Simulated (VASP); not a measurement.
Method: PBE GGA, VASP's PBE PAW potentials (set 64) (plane waves; VASP 6.6.1).

Input for VASP

INCAR:
```
SYSTEM = AlCo
PREC = Accurate
ENCUT = 300
EDIFF = 1E-6
NELM = 100
ALGO = Normal
LREAL = .FALSE.
LASPH = .TRUE.
ISMEAR = 1
SIGMA = 0.272
GGA = PE
LMAXMIX = 4
LWAVE = .FALSE.
LCHARG = .FALSE.
ISIF = 2
```

File KPOINTS:
```
K-points
0
Gamma
 15 15 1
0 0 0
```

POSCAR:
```
AlCo
1
    2.8617160000     0.0000000000     0.0000000000
    0.0000000000     2.8617160000     0.0000000000
    0.0000000000     0.0000000000    24.0100000000
Al Co
4 4
Direct
  0.5000000000   0.5000000000   0.2915450000
  0.5000000000   0.5000000000   0.4106620000
  0.5000000000   0.5000000000   0.5297790000
  0.5000000000   0.5000000000   0.6488960000
  0.0000000000   0.0000000000   0.3511040000
  0.0000000000   0.0000000000   0.4702210000
  0.0000000000   0.0000000000   0.5893380000
  0.0000000000   0.0000000000   0.7084550000
```

POTCAR, in this order: Al Co (PBE.64 set). Program: vasp_std.

Output

OSZICAR:
```
       N       E                     dE             d eps       ncg     rms          rms(c)
DAV:   1     0.244927301256E+03    0.24493E+03   -0.14669E+04  2136   0.101E+03
DAV:   2    -0.337972357999E+02   -0.27872E+03   -0.27002E+03  2153   0.308E+02
DAV:   3    -0.518082168199E+02   -0.18011E+02   -0.16926E+02  2529   0.985E+01
DAV:   4    -0.525260990890E+02   -0.71788E+00   -0.70735E+00  2659   0.191E+01
DAV:   5    -0.525573524213E+02   -0.31253E-01   -0.31234E-01  3110   0.325E+00    0.257E+01
DAV:   6    -0.132001624197E+03   -0.79444E+02   -0.71264E+02  3670   0.278E+02    0.126E+02
DAV:   7    -0.855861238344E+02    0.46416E+02   -0.26286E+02  3253   0.104E+02    0.523E+01
DAV:   8    -0.906266603512E+02   -0.50405E+01   -0.27504E+02  3370   0.187E+02    0.615E+01
DAV:   9    -0.588868334644E+02    0.31740E+02   -0.16868E+02  3260   0.115E+02    0.457E+01
DAV:  10    -0.555149628345E+02    0.33719E+01   -0.80837E+01  2997   0.915E+01    0.367E+01
DAV:  11    -0.450092444269E+02    0.10506E+02   -0.38387E+01  3165   0.877E+01    0.673E+00
DAV:  12    -0.468219693807E+02   -0.18127E+01   -0.10201E+01  3253   0.372E+01    0.233E+01
DAV:  13    -0.451830869956E+02    0.16389E+01   -0.13686E+01  2995   0.287E+01    0.718E+00
DAV:  14    -0.453626454748E+02   -0.17956E+00   -0.39616E-01  2931   0.713E+00    0.845E+00
DAV:  15    -0.453347631260E+02    0.27882E-01   -0.19151E-01  2496   0.505E+00    0.741E+00
DAV:  16    -0.451005648702E+02    0.23420E+00   -0.18334E-01  3361   0.583E+00    0.596E+00
DAV:  17    -0.449985161471E+02    0.10205E+00   -0.57608E-02  3338   0.339E+00    0.487E+00
DAV:  18    -0.449283255276E+02    0.70191E-01   -0.32232E-02  3156   0.220E+00    0.392E+00
DAV:  19    -0.448860854465E+02    0.42240E-01   -0.16786E-02  3067   0.147E+00    0.324E+00
DAV:  20    -0.448287773649E+02    0.57308E-01   -0.75424E-02  3339   0.342E+00    0.138E+00
DAV:  21    -0.448251770079E+02    0.36004E-02   -0.91192E-03  2810   0.939E-01    0.117E+00
DAV:  22    -0.448205602798E+02    0.46167E-02   -0.10559E-02  3175   0.109E+00    0.520E-01
DAV:  23    -0.448216386008E+02   -0.10783E-02   -0.28842E-03  2590   0.802E-01    0.690E-01
DAV:  24    -0.448209837312E+02    0.65487E-03   -0.43174E-04  2882   0.288E-01    0.546E-01
DAV:  25    -0.448205909855E+02    0.39275E-03   -0.33716E-03  3421   0.648E-01    0.379E-01
DAV:  26    -0.448204994431E+02    0.91542E-04   -0.22079E-04  2178   0.155E-01    0.334E-01
DAV:  27    -0.448202760273E+02    0.22342E-03   -0.47527E-04  3298   0.239E-01    0.236E-01
DAV:  28    -0.448202127185E+02    0.63309E-04   -0.12586E-04  2977   0.144E-01    0.190E-01
DAV:  29    -0.448201553719E+02    0.57347E-04   -0.82942E-05  3123   0.112E-01    0.126E-01
DAV:  30    -0.448201505524E+02    0.48194E-05   -0.15202E-04  3252   0.159E-01    0.790E-02
DAV:  31    -0.448201867409E+02   -0.36188E-04   -0.31545E-05  2957   0.574E-02    0.876E-02
DAV:  32    -0.448201672479E+02    0.19493E-04   -0.42599E-05  3149   0.796E-02    0.240E-02
DAV:  33    -0.448201763708E+02   -0.91229E-05   -0.39986E-06  2079   0.176E-02    0.170E-02
DAV:  34    -0.448201820557E+02   -0.56849E-05   -0.91912E-07  1277   0.120E-02    0.100E-02
DAV:  35    -0.448201884952E+02   -0.64395E-05   -0.16774E-06  1395   0.164E-02    0.920E-03
DAV:  36    -0.448201904289E+02   -0.19336E-05   -0.13422E-06  1278   0.105E-02    0.235E-03
DAV:  37    -0.448201912610E+02   -0.83218E-06   -0.44682E-07  1179   0.713E-03
   1 F= -.44820191E+02 E0= -.44819673E+02  d E =-.155610E-02
```

File OUTCAR:
```
------------------------ aborting loop because EDIFF is reached ----------------------------------------
  FORCE on cell =-STRESS in cart. coord.  units (eV):
  Direction    XX          YY          ZZ          XY          YZ          ZX
  --------------------------------------------------------------------------------------
  Total       -4.2083720     -4.2083720     -1.2079854      0.0000000      0.0000000      0.0000000
  in kB      -34.2909476    -34.2909476     -9.8429903      0.0000000      0.0000000      0.0000000
  external PRESSURE =     -26.1416285 kB  Pullay stress =       0.0000000 kB
  volume of cell :      196.63
      direct lattice vectors                 reciprocal lattice vectors
     2.861716000  0.000000000  0.000000000     0.349440685  0.000000000  0.000000000
     0.000000000  2.861716000  0.000000000     0.000000000  0.349440685  0.000000000
     0.000000000  0.000000000 24.010000000     0.000000000  0.000000000  0.041649313
 POSITION                                       TOTAL-FORCE (eV/Angst)
 -----------------------------------------------------------------------------------
      1.43086      1.43086      7.00000        -0.000000     -0.000000      0.332990
      1.43086      1.43086      9.85999        -0.000000      0.000000      0.160965
      1.43086      1.43086     12.71999        -0.000000      0.000000      0.106252
      1.43086      1.43086     15.57999         0.000000      0.000000      0.849844
      0.00000      0.00000      8.43001        -0.000000     -0.000000     -0.577453
      0.00000      0.00000     11.29001        -0.000000      0.000000      0.079380
      0.00000      0.00000     14.15001        -0.000000      0.000000     -0.201070
      0.00000      0.00000     17.01000        -0.000000      0.000000     -0.750908
 -----------------------------------------------------------------------------------
    total drift:                                0.000000      0.000000      0.000945
  FREE ENERGIE OF THE ION-ELECTRON SYSTEM (eV)
  ---------------------------------------------------
  free  energy   TOTEN  =       -44.8201912610 eV

  energy  without entropy=      -44.8186351602  energy(sigma->0) =      -44.81967256
```
(Selected blocks of OUTCAR.)

### OUTCAR
```
 val. band max:        2.8384753387   @ k =   0.2667   0.0667   0.0000

 cond. band min:       2.8418425636   @ k =   0.4000   0.0000   0.0000


 Fermi energy:         2.8402984250

 k-point     1 :       0.0000    0.0000    0.0000
  band No.  band energies     occupation
      1      -7.8508      2.00000
      2      -7.0878      2.00000
      3      -5.8942      2.00000
      4      -4.4192      2.00000
      5      -2.6527      2.00000
      6      -1.1081      2.00000
      7      -0.1734      2.00000
      8       0.0163      2.00000
      9       0.2294      2.00000
     10       0.3830      2.00000
     11       0.4677      2.00000
     12       1.2646      2.00000
     13       1.3140      2.00000
     14       1.3140      2.00000
     15       1.5868      2.00000
     16       1.5868      2.00000
     17       1.9162      2.00002
     18       1.9162      2.00002
     19       1.9758      2.00007
     20       2.1176      2.00112
     21       2.2019      2.00446
     22       2.4223      2.05198
     23       2.5602      2.05588
     24       2.5607      2.05561
     25       2.5607      2.05561
     26       2.9254      0.49833
     27       3.6257     -0.00035
     28       5.0355     -0.00000
     29       6.3442     -0.00000

 k-point     2 :       0.0667    0.0000    0.0000
  band No.  band energies     occupation
      1      -7.7678      2.00000
      2      -7.0064      2.00000
      3      -5.8165      2.00000
      4      -4.3544      2.00000
      5      -2.5774      2.00000
      6      -1.0542      2.00000
      7      -0.1451      2.00000
      8       0.0181      2.00000
      9       0.2333      2.00000
     10       0.4113      2.00000
     11       0.4792      2.00000
     12       1.2417      2.00000
     13       1.2994      2.00000
     14       1.3224      2.00000
     15       1.5398      2.00000
     16       1.5937      2.00000
     17       1.8600      2.00000
     18       1.9159      2.00002
     19       1.9395      2.00003
...
```

At this cut-off the stress carries a Pulay error, which pulls relaxed volumes low. The cell holds a wide vacuum, so values per volume refer to the whole cell.

The cell is a sheet with vacuum, built from a generated structure. The run is not spin-polarised, so no magnetic state was tried. VASP warned that the highest band is occupied, so more bands are needed.
